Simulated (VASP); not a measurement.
Input of a VASP 6.6.1 run:

The input INCAR:

```
SYSTEM = TiWSe3
PREC = Accurate
ENCUT = 520
EDIFF = 1E-6
ISMEAR = 0
SIGMA = 0.1
LREAL = .False.
LASPH = .True.
NELM = 150
ALGO = Fast
ISIF = 2
LWAVE = .False.
LCHARG = .True.
ISPIN = 2
MAGMOM = 2.38 0.93 0 0 0
LORBIT = 11
LMAXMIX = 4
GGA = PE
LELF = .True.
LVHAR = .True.
NBANDS = 34
```

KPOINTS

```
regular mesh
0
Gamma
  8 8 8
  0 0 0
```

The input POSCAR:

```
TiWSe3
1.0
    4.9332170691      0.0000000000      0.0000000000
    0.0000000000      4.9332170691      0.0000000000
    0.0000000000      0.0000000000      4.9332170691
Ti W Se
1 1 3
Direct
    0.0000000000      0.0000000000      0.0000000000
    0.5000000000      0.5000000000      0.5000000000
    0.0000000000      0.5000000000      0.5000000000
    0.5000000000      0.5000000000      0.0000000000
    0.5000000000      0.0000000000      0.5000000000
```

Potentials or basis: VASP PAW PBE potentials, release 64 (Ti_sv, W_sv, Se).

The run is started by

```sh
$ cat potpaw_PBE.64/Ti_sv/POTCAR potpaw_PBE.64/W_sv/POTCAR potpaw_PBE.64/Se/POTCAR > POTCAR
$ mpirun -np 1 vasp_std > vasp.out
```

(1) What does it give for the net moment?

(2) What does it give for the band gap on the k mesh?

(3) What does it give for the pressure?

## Answers

(1) 2.96 μB per cell.

(2) none (metal or under the smearing width).

(3) 0.1 GPa.
